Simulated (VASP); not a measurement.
Given:

```yaml
crystal:
  lattice:
    - [3.60410, 0.00000, 0.00000]
    - [0.00000, 3.60410, 0.00000]
    - [0.00000, 0.00000, 5.22092]
  atoms:
    - { symbol: Zr, position: [0.00000, 0.00000, 0.00000] }
    - { symbol: Zr, position: [0.50000, 0.50000, 0.50000] }
    - { symbol: O, position: [0.00000, 0.50000, 0.19790] }
    - { symbol: O, position: [0.00000, 0.50000, 0.69790] }
    - { symbol: O, position: [0.50000, 0.00000, 0.30210] }
    - { symbol: O, position: [0.50000, 0.00000, 0.80210] }
```

Method: r2SCAN meta-GGA, VASP's PBE PAW potentials (set 64) (plane waves; VASP 6.6.1). Run with 520 eV cut-off, 7×7×5 Γ-centred mesh, tetrahedra with Blöchl corrections, potentials Zr_sv O.

The cores are frozen, which limits the accuracy of field gradients.

Task: Give the principal components of the electric field gradient (V/Å²) and the asymmetry η at each nucleus.

Result: 
```json
[
 {"atom": "Zr1", "Vxx": "-28.7", "Vyy": "-28.7", "Vzz": "57.5", "η": "0.00"},
 {"atom": "Zr2", "Vxx": "-28.7", "Vyy": "-28.7", "Vzz": "57.5", "η": "0.00"},
 {"atom": "O3", "Vxx": "-5.3", "Vyy": "-4.6", "Vzz": "9.9", "η": "0.07"},
 {"atom": "O4", "Vxx": "-5.3", "Vyy": "-4.6", "Vzz": "9.9", "η": "0.07"},
 {"atom": "O5", "Vxx": "-5.3", "Vyy": "-4.6", "Vzz": "9.9", "η": "0.07"},
 {"atom": "O6", "Vxx": "-5.3", "Vyy": "-4.6", "Vzz": "9.9", "η": "0.07"}
]
```

The structure was generated: ZrO2 was put into the tetragonal-ZrO2 type (P4_2/nmc), which need not be its known phase. It was relaxed first.
